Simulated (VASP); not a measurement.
All values below come from r2SCAN meta-GGA, VASP's PBE PAW potentials (set 64) (plane waves; VASP 6.6.1).

The input files of a VASP run:

### INCAR
```
SYSTEM = Tb2SeO2
PREC = Accurate; ENCUT = 520; LREAL = .FALSE.
LASPH = .TRUE.
EDIFF = 1E-6; NELM = 100; ALGO = Normal
LMAXMIX = 6; LMIXTAU = .TRUE.
ISMEAR = 0; SIGMA = 0.05
METAGGA = R2SCAN
IBRION = 2; NSW = 60; ISIF = 3
EDIFFG = -0.02
LWAVE = .FALSE.; LCHARG = .FALSE.
```

### POSCAR
```
Tb2SeO2
1
    3.8487771358     0.0000000000     0.0000000000
   -1.9243885679     3.3331384804     0.0000000000
   -0.0000000000     0.0000000000     6.8225301412
Tb Se O
2 1 2
Direct
  0.3333330000   0.6666670000   0.2909089692
  0.6666670000   0.3333330000   0.7090910308
  0.0000000000   0.0000000000   0.0000000000
  0.3333330000   0.6666670000   0.6253027997
  0.6666670000   0.3333330000   0.3746972003
```

**KPOINTS**
```
Automatic mesh
0
Gamma
6 6 3
0 0 0
```

POTCAR, in this order: Tb_3 Se O (PBE.64 set). Program: vasp_std.

The resulting files:

File OSZICAR:
```
       N       E                     dE             d eps       ncg     rms          rms(c)
DAV:   1     0.171551230681E+03    0.17155E+03   -0.18399E+04   748   0.159E+03
DAV:   2    -0.896238689888E+02   -0.26118E+03   -0.25578E+03   900   0.418E+02
DAV:   3    -0.117560445172E+03   -0.27937E+02   -0.27312E+02   916   0.105E+02
DAV:   4    -0.118278282476E+03   -0.71784E+00   -0.71688E+00   934   0.174E+01
DAV:   5    -0.118294074961E+03   -0.15792E-01   -0.15788E-01   964   0.238E+00    0.431E+01
DAV:   6    -0.109387251105E+03    0.89068E+01   -0.20614E+01   880   0.316E+01    0.311E+01
DAV:   7    -0.105415940686E+03    0.39713E+01   -0.39070E+00   820   0.151E+01    0.880E+00
DAV:   8    -0.108105710477E+03   -0.26898E+01   -0.21160E+00   850   0.115E+01    0.314E+00
DAV:   9    -0.105533179757E+03    0.25725E+01   -0.83893E-01   766   0.720E+00    0.990E-01
DAV:  10    -0.106071439261E+03   -0.53826E+00   -0.45821E-01   784   0.591E+00    0.880E-01
DAV:  11    -0.105995430034E+03    0.76009E-01   -0.11495E-01   790   0.318E+00    0.303E-01
DAV:  12    -0.106004112471E+03   -0.86824E-02   -0.37314E-03   940   0.619E-01    0.909E-02
DAV:  13    -0.106007299869E+03   -0.31874E-02   -0.38008E-03   910   0.464E-01    0.986E-02
DAV:  14    -0.106007660451E+03   -0.36058E-03   -0.18432E-03   844   0.456E-01    0.776E-02
DAV:  15    -0.106007374074E+03    0.28638E-03   -0.38971E-04   916   0.185E-01    0.388E-02
DAV:  16    -0.106008104797E+03   -0.73072E-03   -0.24074E-04   832   0.158E-01    0.122E-02
DAV:  17    -0.106008165053E+03   -0.60257E-04   -0.59981E-05   906   0.661E-02    0.133E-02
DAV:  18    -0.106008168126E+03   -0.30728E-05   -0.42615E-06   934   0.194E-02    0.775E-03
DAV:  19    -0.106008167364E+03    0.76193E-06   -0.21359E-06   740   0.149E-02
   1 F= -.10600817E+03 E0= -.10600817E+03  d E =-.106008E+03
```

### OUTCAR
```
------------------------ aborting loop because EDIFF is reached ----------------------------------------
  FORCE on cell =-STRESS in cart. coord.  units (eV):
  Direction    XX          YY          ZZ          XY          YZ          ZX
  --------------------------------------------------------------------------------------
  Total        0.0173803      0.0173803      0.0365658      0.0000000      0.0000000      0.0000000
  in kB        0.3181601      0.3181601      0.6693666      0.0000000      0.0000000      0.0000000
  external PRESSURE =       0.4352289 kB  Pullay stress =       0.0000000 kB
  volume of cell :       87.52
      direct lattice vectors                 reciprocal lattice vectors
     3.848777136  0.000000000  0.000000000     0.259822786  0.150008769  0.000000000
    -1.924388568  3.333138480  0.000000000     0.000000000  0.300017538  0.000000000
     0.000000000  0.000000000  6.822530141     0.000000000  0.000000000  0.146573189
 POSITION                                       TOTAL-FORCE (eV/Angst)
 -----------------------------------------------------------------------------------
     -0.00000      2.22209      1.98474         0.000000     -0.000000     -0.005689
      1.92439      1.11105      4.83779        -0.000000      0.000000      0.005689
      0.00000      0.00000      0.00000        -0.000000      0.000000     -0.000000
     -0.00000      2.22209      4.26615         0.000000      0.000000     -0.011542
      1.92439      1.11105      2.55638        -0.000000     -0.000000      0.011542
 -----------------------------------------------------------------------------------
    total drift:                                0.000000      0.000000      0.000000
  FREE ENERGIE OF THE ION-ELECTRON SYSTEM (eV)
  ---------------------------------------------------
  free  energy   TOTEN  =      -106.0081673643 eV

  energy  without entropy=     -106.0081673643  energy(sigma->0) =     -106.00816736

 reached required accuracy - stopping structural energy minimisation
```
(Selected blocks of OUTCAR.)

The 4f electrons are frozen in the core of the lanthanide potential, so 4f levels, which can set the real gap, and their magnetism are missing.

The structure comes from a computed database's Tb2SeO2 entry (P-3m1); how it stands against other phases isn't given here. It was relaxed first. The start is the result of an earlier pass.
